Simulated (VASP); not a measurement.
Computed with PBE GGA with D3 dispersion (Becke-Johnson damping), VASP's PBE PAW potentials (set 64) (plane waves; VASP).

VASP input:

**POSCAR**
```
PbS
5.930060
  0.0000000000   0.5000000419   0.5000000419
  0.5000000419   0.0000000000   0.5000000419
  0.5000000419   0.5000000419   0.0000000000
Pb S
1 1
Cart
  0.0000000000   0.0000000000   0.0000000000
  0.5000000419   0.5000000419   0.5000000419
```

**INCAR**
```
ALGO = Normal   ! blocked Davidson
GGA = PE
NELM = 100
LCHARG = F
ISMEAR = 0   ! Gaussian
LASPH = T
EDIFF = 1E-7
LORBIT = 11
ICHARG = 11
SYSTEM = PbS
LWAVE = F
ENCUT = 520
IVDW = 12   ! D3, Becke-Johnson
LMAXMIX = 4   ! l cut-off of mixed one-centre charges
LREAL = F   ! projection in real space or not
SIGMA = 0.05   ! width (eV)
PREC = Accurate
```

### KPOINTS
```
k-points along high-symmetry lines
15
Line-mode
Reciprocal
  0.000000   0.000000   0.000000 ! GAMMA
  0.500000   0.000000   0.500000 ! X

  0.500000   0.000000   0.500000 ! X
  0.625000   0.250000   0.625000 ! U

  0.375000   0.375000   0.750000 ! K
  0.000000   0.000000   0.000000 ! GAMMA

  0.000000   0.000000   0.000000 ! GAMMA
  0.500000   0.500000   0.500000 ! L

  0.500000   0.500000   0.500000 ! L
  0.500000   0.250000   0.750000 ! W

  0.500000   0.250000   0.750000 ! W
  0.500000   0.000000   0.500000 ! X
```

POTCAR, in this order: Pb_d S (PBE.64 set). Program: vasp_std. Read from the step before: CHGCAR.

Output of the run:

### OUTCAR
```
 ion  position               nearest neighbor table
   1  0.000  0.000  0.000-   2 2.97   2 2.97   2 2.97   2 2.97   2 2.97   2 2.97
   2  0.500  0.500  0.500-   1 2.97   1 2.97   1 2.97   1 2.97   1 2.97   1 2.97
  LATTYP: Found a face centered cubic cell.
 ALAT       =     5.9300604968
 Subroutine PRICEL returns:
 Original cell was already a primitive cell.
 Subroutine GETGRP returns: Found 48 space group operations
The static configuration has the point symmetry O_h .
The dynamic configuration has the point symmetry O_h .
 Subroutine INISYM returns: Found 48 space group operations
   k-points           NKPTS =     90   k-points in BZ     NKDIM =     90   number of bands    NBANDS=     14
   number of dos      NEDOS =    301   number of ions     NIONS =      2
   total plane-waves  NPLWV =  32768
   dimension x,y,z NGX =    32 NGY =   32 NGZ =   32
   dimension x,y,z NGXF=    64 NGYF=   64 NGZF=   64
   ions per type =               1   1
   PREC   = accura    normal or accurate (medium, high low for compatibility)
   ISTART =      0    job   : 0-new  1-cont  2-samecut
   ICHARG =     11    charge: 1-file 2-atom 10-const
   ISPIN  =      1    spin polarized calculation?
   LNONCOLLINEAR =      F non collinear calculations
   LSORBIT =      F    spin-orbit coupling
   INIWAV =      1    electr: 0-lowe 1-rand  2-diag
   ENCUT  =  520.0 eV  38.22 Ry    6.18 a.u.   7.80  7.80  7.80*2*pi/ulx,y,z
   NELM   =    100;   NELMIN=  2; NELMDL= -5     # of ELM steps
   EDIFF  = 0.1E-06   stopping-criterion for ELM
   LREAL  =      F    real-space projection
   NLSPLINE    = F    spline interpolate recip. space projectors
   LMAXMIX     =    4 max onsite mixed and CHGCAR
   VOSKOWN=      0    Vosko Wilk Nusair interpolation
   EDIFFG = 0.1E-05   stopping-criterion for IOM
   NSW    =      0    number of steps for IOM
   NBLOCK =      1;   KBLOCK =      1    inner block; outer block
   IBRION =     -1    ionic relax: 0-MD 1-quasi-New 2-CG
   NFREE  =      0    steps in history (QN), initial steepest desc. (CG)
   ISIF   =      2    stress and relaxation
   ISYM   =      2    0-nonsym 1-usesym 2-fastsym
   TEIN   =    0.0    initial temperature
   TEBEG  =    0.0;   TEEND  =   0.0 temperature during run
...
```

**OSZICAR**
```
       N       E                     dE             d eps       ncg     rms          rms(c)
DAV:   1     0.160585819443E+03    0.16059E+03   -0.99678E+03  2538   0.151E+03
DAV:   2     0.384752930950E+01   -0.15674E+03   -0.15292E+03  2622   0.362E+02
DAV:   3    -0.907500363345E+01   -0.12923E+02   -0.12617E+02  3360   0.107E+02
DAV:   4    -0.940118794102E+01   -0.32618E+00   -0.32595E+00  2784   0.200E+01
DAV:   5    -0.941362349210E+01   -0.12436E-01   -0.12435E-01  3608   0.383E+00
DAV:   6    -0.941411694858E+01   -0.49346E-03   -0.49346E-03  3224   0.617E-01
DAV:   7    -0.941412329851E+01   -0.63499E-05   -0.63498E-05  3754   0.656E-02
DAV:   8    -0.941412336208E+01   -0.63570E-07   -0.63427E-07  2938   0.722E-03
   1 F= -.10109026E+02 E0= -.10109026E+02  d E =-.260967E-08
```

### OUTCAR
```
 val. band max:        5.8329795540   @ k =   0.5000   0.5000   0.5000

 cond. band min:       6.1946759859   @ k =   0.5000   0.5000   0.5000



 k-point     1 :       0.0000    0.0000    0.0000
  band No.  band energies     occupation
      1     -10.9939      2.00000
      2     -10.9939      2.00000
      3     -10.9939      2.00000
      4     -10.9775      2.00000
      5     -10.9775      2.00000
      6      -7.7724      2.00000
      7      -0.2031      2.00000
      8       3.6547      2.00000
      9       3.6547      2.00000
     10       3.6547      2.00000
     11      11.0471      0.00000
     12      11.0471      0.00000
     13      11.0471      0.00000
     14      12.5604      0.00000

 k-point     2 :       0.0357    0.0000    0.0357
  band No.  band energies     occupation
      1     -10.9942      2.00000
      2     -10.9932      2.00000
      3     -10.9932      2.00000
      4     -10.9784      2.00000
      5     -10.9772      2.00000
      6      -7.7576      2.00000
      7      -0.2570      2.00000
      8       3.6376      2.00000
      9       3.6376      2.00000
     10       3.7393      2.00000
     11      10.7481      0.00000
     12      10.9920      0.00000
     13      10.9920      0.00000
     14      12.4375      0.00000

 k-point     3 :       0.0714    0.0000    0.0714
  band No.  band energies     occupation
      1     -10.9952      2.00000
      2     -10.9910      2.00000
      3     -10.9910      2.00000
      4     -10.9812      2.00000
      5     -10.9762      2.00000
      6      -7.7134      2.00000
      7      -0.4027      2.00000
      8       3.5872      2.00000
      9       3.5872      2.00000
     10       3.9704      2.00000
     11      10.0618      0.00000
     12      10.8727      0.00000
     13      10.8727      0.00000
     14      12.1501      0.00000

 k-point     4 :       0.1071    0.0000    0.1071
  band No.  band energies     occupation
      1     -10.9967      2.00000
...
```

The density is held fixed in this step, so its total energy and stress have no physical meaning. Unless said otherwise, spin-orbit coupling is left out, though it shifts the bands of the heavy elements here.

The compound is PbS in the rock salt structure. It was relaxed first.
